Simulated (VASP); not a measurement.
Input of a VASP 6.6.1 run:

Contents of INCAR:

```
PREC = Accurate ; ENCUT = 520
EDIFF = 1E-6 ; ISMEAR = -1
SIGMA = 0.05 ; LREAL = F
LASPH = T ; NELM = 80
ALGO = Fast ; ISIF = 2
LWAVE = F ; LCHARG = F
GGA = PE ; NBANDS = 35
```

File KPOINTS:

```
Automatic mesh
0
Gamma
  3 3 3
```

POSCAR

```
Be3Si4
1.0
    5.5841950000     -0.4094060000      0.7948710000
   -0.8999810000      5.3364860000      1.0636790000
   -0.2787510000     -0.8798350000      5.6984850000
Be Si
6 8
Direct
    0.7467054807      0.7560579331      0.4233894661
    0.3781456938      0.7656881484      0.6073252014
    0.6296971639      0.5724385692      0.7708884205
    0.7129580054      0.9842662385      0.7258471381
    0.8312515099      0.4571652265      0.1702756487
    0.3616985680      0.4236439398      0.2851607287
    0.5684196273      0.1201526740      0.3975014142
    0.3009247288      0.2758762544      0.6701033488
    0.5187610797      0.2028460579      0.9926795929
    0.0023714540      0.9289751023      0.9723183780
    0.0243903934      0.5348839305      0.7984952104
    0.9972114338      0.1531805248      0.4034408519
    0.5538544363      0.7897252351      0.0936838514
    0.1450161055      0.7340667034      0.2985141781
```

Potentials or basis: VASP PAW PBE potentials, release 64 (Be, Si).

The run is started by

```console
$ cat potpaw_PBE.64/Be/POTCAR potpaw_PBE.64/Si/POTCAR > POTCAR
$ mpirun -np 1 vasp_std > vasp.out
```

**Question.** Predict the band gap on the k mesh.

**Answer.** None (metal or under the smearing width).

**Question.** Predict the pressure.

**Answer.** 6.1 GPa.

Forces on the atoms (eV/Å):
```
Be   0.049 -0.391 -0.243
Be  -0.039 -0.401  0.190
Be   0.188  0.174  0.038
Be   0.034 -0.517  0.016
Be   0.093 -0.060  0.360
Be   0.284  0.059 -0.017
Si   0.292 -0.015 -0.032
Si  -0.684 -0.108  0.899
Si  -0.449  0.521 -0.289
Si   1.011  0.770 -0.172
Si  -0.420  0.024 -0.252
Si  -0.095  0.019 -0.541
Si   0.053 -0.296 -0.406
Si  -0.317  0.222  0.449
```

Caveat: the k mesh is coarse (spacing up to 0.39 Å⁻¹), so the values aren't converged.
